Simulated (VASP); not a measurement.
These are PBEsol GGA, VASP's PBE PAW potentials (set 64) (plane waves; VASP) values and carry that method's errors.

VASP ran on this input.

File POSCAR:
```
NaCl
1.0
  0.0000000000   2.5978979943   2.5978979943
  2.5978979943   0.0000000000   2.5978979943
  2.5978979943   2.5978979943   0.0000000000
Na Cl
1 1
Direct
  0.0000000000   0.0000000000   0.0000000000
  0.5000000000   0.5000000000   0.5000000000
```

**INCAR**
```
SYSTEM = NaCl
PREC = Accurate; ENCUT = 500; LREAL = .FALSE.
LASPH = .TRUE.
EDIFF = 1E-6; NELM = 100; ALGO = Normal
ISMEAR = 0; SIGMA = 0.05
GGA = PS
IBRION = 2; NSW = 40; ISIF = 3
EDIFFG = -0.02; PSTRESS = 200
LWAVE = .FALSE.; LCHARG = .FALSE.
```

File KPOINTS:
```
Automatic
0
Gamma
9 9 9
```

POTCAR, in this order: Na_pv Cl (PBE.64 set). Program: vasp_std.

Energy and stress use the plane-wave basis of the starting cell.

Question: What does the run give for the energy per atom (σ→0), volume per atom, band gap (on the k-mesh)?

Answer: 
| Item | Result |
|---|---|
| energy per atom (σ→0) | -3.211 eV/atom |
| band gap (on the k-mesh) | 6.69 eV |
| volume per atom | 15.63 Å³/atom |

File OSZICAR:
```
...
DAV:   1    -0.658637211534E+01   -0.36533E+00   -0.40608E+00   872   0.369E+01    0.268E+00
DAV:   2    -0.645449262625E+01    0.13188E+00   -0.19428E-01   836   0.583E+00    0.116E+00
DAV:   3    -0.642464601065E+01    0.29847E-01   -0.69392E-02   872   0.346E+00    0.521E-01
DAV:   4    -0.642230654485E+01    0.23395E-02   -0.24629E-03  1022   0.597E-01    0.509E-02
DAV:   5    -0.642223863597E+01    0.67909E-04   -0.27951E-04   809   0.142E-01    0.297E-02
DAV:   6    -0.642223367267E+01    0.49633E-05   -0.11310E-05   911   0.596E-02    0.101E-02
DAV:   7    -0.642223340469E+01    0.26799E-06   -0.77544E-07   444   0.106E-02
   3 F= -.25212397E+01 E0= -.25212397E+01  d E =-.129202E+00
```

The compound is NaCl in the rock salt structure. This run relaxes it under an external pressure of 20 GPa. Symmetry was kept, so distortions that lower it aren't found.
